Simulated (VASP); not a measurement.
# GaSi2Ru2: the relaxed cell at several levels, part 2 of 4

Aim: relax GaSi2Ru2 with several functionals and dispersion schemes, and compare the cells. The cell is invented: it takes the structure of a Materials Project entry for GdSi2Ru2 (space group 139 there), with some of its atoms replaced by other elements, volume scaled by an estimate. It may not be a known or stable phase. LASPH is on for some levels and off for others; the table marks which.

VASP 6.6.1, plane waves and PAW; the level of theory is named at each step.

Still holding for the runs below: This run has no spin polarisation. Its electron count is odd, so without a moment it is a metal by construction.

So far. Step 2 (Rough relaxation of the start cell): It ends with a largest force of 0.018 eV/Å and a pressure of -0.23 GPa.

### Step 3. Second relaxation

Level of this step: PBE; plane waves and PAW (Ru_pv, Ga_d, Si); invented cell (VASP).

A relaxation keeps the plane waves of the cell it began with, so it is repeated from the new cell, on a basis made for it.

Contents of INCAR:

```
SYSTEM = GaSi2Ru2
PREC = Normal
ENCUT = 400
EDIFF = 1E-05
NELM = 60
ISMEAR = -1
SIGMA = 0.05
LREAL = .FALSE.
ALGO = Fast
GGA = PE
NBANDS = 30
LORBIT = 11
LWAVE = .FALSE.
LCHARG = .FALSE.
KPAR = 2
IBRION = 2
NSW = 40
ISIF = 3
EDIFFG = -0.04
```

Contents of POSCAR:

```
GaSi2Ru2
1.0
   -2.1034812466      2.1034812466      4.4311849051
    2.1034812466     -2.1034812466      4.4311849051
    2.1034812466      2.1034812466     -4.4311849051
Ru Ga Si
2 1 2
Direct
    0.2500000000      0.7500000000      0.5000000000
    0.7500000000      0.2500000000      0.5000000000
    0.0000000000      0.0000000000      0.0000000000
    0.3713977861      0.3713977861      0.0000000000
    0.6286022139      0.6286022139      0.0000000000
```

Contents of KPOINTS:

```
Automatic mesh
0
Gamma
6 6 6
0 0 0
```

PAW data sets: Ru_pv, Ga_d and Si (PBE family, release 64).

Run with:

```sh
> mpirun -np 2 vasp_std
```

The log of the run:

```text
[... set-up lines as in an earlier step ...]
 entering main loop
       N       E                     dE             d eps       ncg     rms          rms(c)
DAV:   1     0.417201802372E+03    0.41720E+03   -0.23077E+04  2144   0.182E+03
DAV:   2     0.124906470226E+00   -0.41708E+03   -0.40320E+03  1892   0.493E+02
DAV:   3    -0.337510120975E+02   -0.33876E+02   -0.31309E+02  2132   0.119E+02
DAV:   4    -0.349008032363E+02   -0.11498E+01   -0.11384E+01  2196   0.221E+01
DAV:   5    -0.349399487186E+02   -0.39145E-01   -0.39131E-01  2472   0.373E+00    0.184E+01
RMM:   6    -0.335756356330E+02    0.13643E+01   -0.73061E+00  1867   0.161E+01    0.523E+00
RMM:   7    -0.332884098647E+02    0.28723E+00   -0.10491E+00  2134   0.568E+00    0.407E+00
RMM:   8    -0.332705757693E+02    0.17834E-01   -0.41840E-01  2258   0.289E+00    0.893E-01
RMM:   9    -0.332688310009E+02    0.17448E-02   -0.63117E-02  2463   0.156E+00    0.289E-01
RMM:  10    -0.332690433195E+02   -0.21232E-03   -0.14412E-02  2364   0.657E-01    0.183E-01
RMM:  11    -0.332690939664E+02   -0.50647E-04   -0.36014E-03  2541   0.334E-01    0.114E-01
RMM:  12    -0.332691960206E+02   -0.10205E-03   -0.10971E-03  2253   0.198E-01    0.641E-02
RMM:  13    -0.332691797614E+02    0.16259E-04   -0.46899E-04  2186   0.121E-01    0.247E-02
RMM:  14    -0.332691937627E+02   -0.14001E-04   -0.15503E-04  1793   0.576E-02    0.203E-02
RMM:  15    -0.332691983716E+02   -0.46088E-05   -0.47021E-05  1423   0.377E-02
   1 F= -.33269198E+02 E0= -.33254764E+02  d E =-.332692E+02
 curvature:   0.00 expect dE= 0.000E+00 dE for cont linesearch  0.000E+00
 trial: gam= 0.00000 g(F)=  0.495E-04 g(S)=  0.429E-03 ort = 0.000E+00 (trialstep = 0.100E+01)
 search vector abs. value=  0.479E-03
 reached required accuracy - stopping structural energy minimisation
```

Elapsed: 26 s, on 2 MPI ranks of AMD EPYC 7R43, shared host; peak memory 0.3 GiB; 50 s of CPU time.

Parts of OUTCAR (step 3):

```text
  LATTYP: Found a body centered tetragonal cell.
 ALAT       =     4.2069624932
 C/A-ratio  =     2.1065958692

The static configuration has the point symmetry D_4h.

 Found     30 irreducible k-points:

   ENCUT  =  400.0 eV  29.40 Ry    5.42 a.u.   8.70  8.70  8.70*2*pi/ulx,y,z

   NELECT =      49.0000    total number of electrons

 E-fermi :   8.9036

 k-point     1 :       0.0000    0.0000    0.0000
  band No.  band energies     occupation
    ...
     19       6.2705      2.00000
     20       7.1810      2.00000
     21       7.1810      2.00000
     22       8.3002      1.99999
     23       8.3658      1.99996
     24       9.6946      0.00000
     25       9.6946      0.00000
     26       9.9370      0.00000
     27      10.1214      0.00000
     28      11.7981      0.00000
    ...

 k-point     2 :       0.1667    0.0000    0.0000
  band No.  band energies     occupation
    ...
     20       6.8942      2.00000
     21       7.2579      2.00000
     22       8.0236      2.00000
     23       8.1281      2.00000
     24       8.6337      1.99098
     25       8.9604      0.48638
     26      10.2021      0.00000
     27      10.7789      0.00000
     28      10.8201      0.00000
     29      12.2605      0.00000
    ...

  Total        0.1460109      0.1460109      0.0428122      0.0000000      0.0000000      0.0000000
  in kB        2.9828998      2.9828998      0.8746237      0.0000000      0.0000000      0.0000000
  external PRESSURE =       2.2801411 kB  Pullay stress =       0.0000000 kB

 POSITION                                       TOTAL-FORCE (eV/Angst)
 -----------------------------------------------------------------------------------
      2.10348     -0.00000      2.21559        -0.000000     -0.000000      0.000000
     -0.00000      2.10348      2.21559        -0.000000     -0.000000      0.000000
      0.00000      0.00000      0.00000        -0.000000     -0.000000      0.000000
      0.00000      0.00000      3.29146         0.000000      0.000000     -0.022644
      0.00000      0.00000      5.57091         0.000000      0.000000      0.022644
 -----------------------------------------------------------------------------------
    total drift:                                0.000000     -0.000000      0.000000

  FREE ENERGIE OF THE ION-ELECTRON SYSTEM (eV)
  ---------------------------------------------------
  free  energy   TOTEN  =       -33.2691983716 eV

  energy  without entropy=      -33.2403299074  energy(sigma->0) =      -33.25476414

 total charge
# of ion       s       p       d       tot
------------------------------------------
    1        0.344   6.240   6.234  12.818
    2        0.344   6.240   6.234  12.818
    3        0.922   0.479   9.966  11.366
    4        0.779   0.927   0.000   1.707
    5        0.779   0.927   0.000   1.707
--------------------------------------------------
tot          3.169  14.814  22.433  40.415

[... 5 parts as in an earlier step ...]

[... 7 further parts left out ...]
```

CONTCAR:

```
GaSi2Ru2
   1.00000000000000
    -2.1034812465999999    2.1034812465999999    4.4311849051000003
     2.1034812465999999   -2.1034812465999999    4.4311849051000003
     2.1034812465999999    2.1034812465999999   -4.4311849051000003
  Ru              Ga              Si
     2     1     2
Direct
     0.2500000000000000    0.7500000000000000    0.5000000000000000
     0.7500000000000000    0.2500000000000000    0.5000000000000000
     0.0000000000000000    0.0000000000000000    0.0000000000000000
     0.3713977860999975    0.3713977860999975    0.0000000000000000
     0.6286022139000025    0.6286022139000025    0.0000000000000000
```

Little changed from the start: no atom moved by 0.005 Å and no cell edge by 0.1 %.

This step gave:

```yaml
free_energy_toten: -33.27 eV
energy_at_zero_smearing: -33.25 eV
fermi_energy: 8.904 eV
pressure: 0.2280 GPa
scf_cycles_over_all_ionic_steps: 15
```

It ends with a largest force of 0.023 eV/Å and a pressure of 0.23 GPa. The volume moved by under 0.01 %: the run met its threshold at the first step.

### Step 4. Relaxation with PBE

Properties are meant for the cell that this level of theory prefers, so cell and atoms are relaxed first (ISIF = 3) until forces and stress are small; EDIFFG sets the threshold.

Contents of INCAR:

```
SYSTEM = GaSi2Ru2
PREC = Accurate
ENCUT = 520
EDIFF = 1E-06
NELM = 100
ISMEAR = -1
SIGMA = 0.05
LREAL = .FALSE.
ALGO = Normal
GGA = PE
NBANDS = 30
LORBIT = 11
LWAVE = .FALSE.
LCHARG = .FALSE.
KPAR = 2
IBRION = 2
NSW = 60
ISIF = 3
EDIFFG = -0.01
```

POSCAR is that of step 3.

Contents of KPOINTS:

```
Automatic mesh
0
Gamma
8 8 8
0 0 0
```

Run with:

```sh
> mpirun -np 2 vasp_std
```

The log of the run:

```text
[... set-up lines as in an earlier step ...]
 entering main loop
       N       E                     dE             d eps       ncg     rms          rms(c)
DAV:   1     0.481071415479E+03    0.48107E+03   -0.26268E+04  4068   0.216E+03
DAV:   2     0.470603211708E+01   -0.47637E+03   -0.45959E+03  3722   0.564E+02
DAV:   3    -0.335190963574E+02   -0.38225E+02   -0.36038E+02  4104   0.133E+02
DAV:   4    -0.348872670264E+02   -0.13682E+01   -0.13531E+01  4490   0.255E+01
DAV:   5    -0.349336925151E+02   -0.46425E-01   -0.46412E-01  4754   0.414E+00    0.184E+01
DAV:   6    -0.336637454616E+02    0.12699E+01   -0.82778E+00  4054   0.206E+01    0.506E+00
DAV:   7    -0.333502507475E+02    0.31349E+00   -0.20166E+00  4128   0.101E+01    0.516E+00
DAV:   8    -0.332734000792E+02    0.76851E-01   -0.29190E-01  4086   0.398E+00    0.103E+00
DAV:   9    -0.332721646223E+02    0.12355E-02   -0.23256E-02  4362   0.112E+00    0.273E-01
DAV:  10    -0.332716778081E+02    0.48681E-03   -0.46037E-03  4126   0.417E-01    0.120E-01
DAV:  11    -0.332715907519E+02    0.87056E-04   -0.50414E-04  4470   0.200E-01    0.552E-02
DAV:  12    -0.332715967253E+02   -0.59734E-05   -0.29883E-05  4188   0.405E-02    0.217E-02
DAV:  13    -0.332715928575E+02    0.38677E-05   -0.12765E-05  4268   0.258E-02    0.272E-03
DAV:  14    -0.332715927067E+02    0.15083E-06   -0.56101E-07  2490   0.585E-03
   1 F= -.33271593E+02 E0= -.33258725E+02  d E =-.332716E+02
 curvature:   0.00 expect dE= 0.000E+00 dE for cont linesearch  0.000E+00
 trial: gam= 0.00000 g(F)=  0.464E-04 g(S)=  0.195E-02 ort = 0.000E+00 (trialstep = 0.100E+01)
 search vector abs. value=  0.199E-02
 bond charge predicted
       N       E                     dE             d eps       ncg     rms          rms(c)
DAV:   1    -0.333122910076E+02   -0.40698E-01   -0.66111E-01  3960   0.791E+00    0.168E+00
DAV:   2    -0.332876660872E+02    0.24625E-01   -0.31452E-01  3884   0.419E+00    0.884E-01
DAV:   3    -0.332726169382E+02    0.15049E-01   -0.50840E-02  3862   0.166E+00    0.221E-01
DAV:   4    -0.332717171722E+02    0.89977E-03   -0.49234E-03  4400   0.440E-01    0.728E-02
DAV:   5    -0.332716438968E+02    0.73275E-04   -0.38188E-04  4172   0.150E-01    0.538E-02
DAV:   6    -0.332716196471E+02    0.24250E-04   -0.85539E-05  4266   0.671E-02    0.109E-02
DAV:   7    -0.332716176066E+02    0.20405E-05   -0.76155E-06  3790   0.202E-02    0.436E-03
DAV:   8    -0.332716176925E+02   -0.85925E-07   -0.67361E-07  2270   0.701E-03
   2 F= -.33271618E+02 E0= -.33258675E+02  d E =-.249858E-04
[...]
3 F= -.33272083E+02 E0= -.33259178E+02  d E =-.490432E-03
[...]
4 F= -.33272278E+02 E0= -.33259448E+02  d E =-.194884E-03
[...]
5 F= -.33272303E+02 E0= -.33259516E+02  d E =-.219440E-03
 curvature:  -0.82 expect dE=-0.107E-03 dE for cont linesearch -0.146E-06
 trial: gam= 0.45038 g(F)=  0.542E-04 g(S)=  0.763E-04 ort =-0.820E-05 (trialstep = 0.100E+01)
 search vector abs. value=  0.200E-03
 bond charge predicted
       N       E                     dE             d eps       ncg     rms          rms(c)
DAV:   1    -0.332735088103E+02   -0.12062E-02   -0.30578E-02  3756   0.119E+00    0.201E-01
DAV:   2    -0.332726876114E+02    0.82120E-03   -0.37158E-03  3948   0.439E-01    0.141E-01
DAV:   3    -0.332724301146E+02    0.25750E-03   -0.74965E-04  3954   0.207E-01    0.578E-02
DAV:   4    -0.332723533948E+02    0.76720E-04   -0.23227E-04  4524   0.913E-02    0.184E-02
DAV:   5    -0.332723524920E+02    0.90279E-06   -0.19243E-05  4032   0.286E-02    0.101E-02
DAV:   6    -0.332723524643E+02    0.27720E-07   -0.14168E-06  2802   0.942E-03
   6 F= -.33272352E+02 E0= -.33259680E+02  d E =-.498863E-04
 trial-energy change:   -0.000050  1 .order   -0.000053   -0.000127    0.000021
 step:   0.8590(harm=  0.8590)  dis= 0.00007  next Energy=   -33.272357 (dE=-0.544E-04)
 reached required accuracy - stopping structural energy minimisation
```

The job ended after 4.9 min (2 MPI ranks; peak memory 0.61 GiB; 9.8 min of CPU time).

Parts of OUTCAR (step 4):

```text
The static configuration has the point symmetry D_4h.

 Found     59 irreducible k-points:

   k-points           NKPTS =     59   k-points in BZ     NKDIM =     59   number of bands    NBANDS=     30

   dimension x,y,z NGX =    40 NGY =   40 NGZ =   40
   dimension x,y,z NGXF=    80 NGYF=   80 NGZF=   80

   ENCUT  =  520.0 eV  38.22 Ry    6.18 a.u.   9.92  9.92  9.92*2*pi/ulx,y,z

   NELECT =      49.0000    total number of electrons

 E-fermi :   8.8117

 k-point     1 :       0.0000    0.0000    0.0000
  band No.  band energies     occupation
    ...
     19       6.2746      2.00000
     20       7.1369      2.00000
     21       7.1369      2.00000
     22       8.2748      1.99996
     23       8.2925      1.99994
     24       9.6279      0.00000
     25       9.6279      0.00000
     26       9.8588      0.00000
     27      10.1102      0.00000
     28      11.7664      0.00000
    ...

 k-point     2 :       0.1250    0.0000    0.0000
  band No.  band energies     occupation
    ...
     20       6.9712      2.00000
     21       7.2847      2.00000
     22       8.0929      2.00000
     23       8.1801      1.99999
     24       8.8469      0.66188
     25       9.0904      0.00755
     26      10.1398      0.00000
     27      10.5723      0.00000
     28      10.9805      0.00000
     29      11.9956      0.00000
    ...

  Total       -0.0218809     -0.0218809      0.0009417      0.0000000      0.0000000      0.0000000
  in kB       -0.4456826     -0.4456826      0.0191819      0.0000000      0.0000000      0.0000000
  external PRESSURE =      -0.2907278 kB  Pullay stress =       0.0000000 kB

  energy-cutoff  :      520.00
  volume of cell :       78.66
      direct lattice vectors                 reciprocal lattice vectors
    -2.109012734  2.109012734  4.421118041     0.000000000  0.237077753  0.113093565
     2.109012734 -2.109012734  4.421118041     0.237077753  0.000000000  0.113093565
     2.109012734  2.109012734 -4.421118041     0.237077753  0.237077753  0.000000000

 POSITION                                       TOTAL-FORCE (eV/Angst)
 -----------------------------------------------------------------------------------
      2.10901      0.00000      2.21056         0.000000      0.000000      0.000000
      0.00000      2.10901      2.21056         0.000000      0.000000      0.000000
      0.00000      0.00000      0.00000         0.000000      0.000000      0.000000
      0.00000      0.00000      3.28022         0.000000      0.000000     -0.000680
      2.10901      2.10901      1.14090        -0.000000     -0.000000      0.000680
 -----------------------------------------------------------------------------------
    total drift:                                0.000000     -0.000000     -0.000000

  FREE ENERGIE OF THE ION-ELECTRON SYSTEM (eV)
  ---------------------------------------------------
  free  energy   TOTEN  =       -33.2723524643 eV

  energy  without entropy=      -33.2470077825  energy(sigma->0) =      -33.25968012

 total charge
# of ion       s       p       d       tot
------------------------------------------
    1        0.343   6.238   6.230  12.811
    2        0.343   6.238   6.230  12.811
    3        0.917   0.480   9.965  11.362
    4        0.779   0.925   0.000   1.704
    5        0.779   0.925   0.000   1.704
--------------------------------------------------
tot          3.160  14.807  22.426  40.392

[... 4 parts as in an earlier step ...]

[... 6 further parts left out ...]
```

CONTCAR:

```
GaSi2Ru2
   1.00000000000000
    -2.1090127339379805    2.1090127339379805    4.4211180413808657
     2.1090127339379805   -2.1090127339379805    4.4211180413808657
     2.1090127339379805    2.1090127339379805   -4.4211180413808657
  Ru              Ga              Si
     2     1     2
Direct
     0.2500000000000000    0.7500000000000000    0.5000000000000000
     0.7500000000000000    0.2500000000000000    0.5000000000000000
     0.0000000000000000    0.0000000000000000    0.0000000000000000
     0.3709718617197316    0.3709718617197316    0.0000000000000000
     0.6290281382802685    0.6290281382802685    1.0000000000000000
```

The steps of the relaxation:

```csv
step,energy less that of the first step (eV),largest force (eV/Å),pressure (GPa),volume (Å³)
1,0.0000,0.0219,0.48,78.43
2,0.0000,0.0680,-0.60,78.96
3,-0.0005,0.0454,-0.08,78.69
4,-0.0007,0.0009,-0.03,78.69
5,-0.0007,0.0237,-0.02,78.69
6,-0.0008,0.0007,-0.03,78.66
```

```csv
"conventional cell, symmetrised",before,after,change
a (Å),4.207,4.218,+0.3 %
b (Å),4.207,4.218,+0.3 %
c (Å),8.862,8.842,-0.2 %
volume (Å³/atom),15.69,15.73,+0.3 %
```

The relaxed structure:

```xyz
5
Lattice="-2.1090 2.1090 4.4211 2.1090 -2.1090 4.4211 2.1090 2.1090 -4.4211" Properties=species:S:1:pos:R:3 pbc="T T T"
Ru    2.1090    0.0000    2.2106
Ru    0.0000    2.1090    2.2106
Ga    0.0000    0.0000    0.0000
Si    0.0000    0.0000    3.2802
Si    0.0000    0.0000    5.5620
```

This step gave:

| Property | Result |
| --- | --- |
| irreducible k-points | 59 |
| energy at zero smearing | -33.26 eV |
| Fermi energy | 8.812 eV |
| pressure | -0.02907 GPa |
| SCF cycles over all ionic steps | 45 |

It ends with a largest force of 0.001 eV/Å and a pressure of -0.03 GPa. The conventional cell has a = 4.218 and c = 8.842 Å.

[end of part 2 of 4]

[Lines on the potential files, build, host, timing and source positions are cut from VASP's logs without a mark.]

[Logs are printed without paths, hosts, clocks, repeated set-up lines and the standing remarks that a program may print on its own settings, such as how far it seeks lower states.]

[Hosts, paths, dates, database ids (printed as entryN), source tags and the programs' standing remarks are cut or masked in the printed files.]

[A measured line is paired with the nearest computed mode of its activity, which favours agreement.]
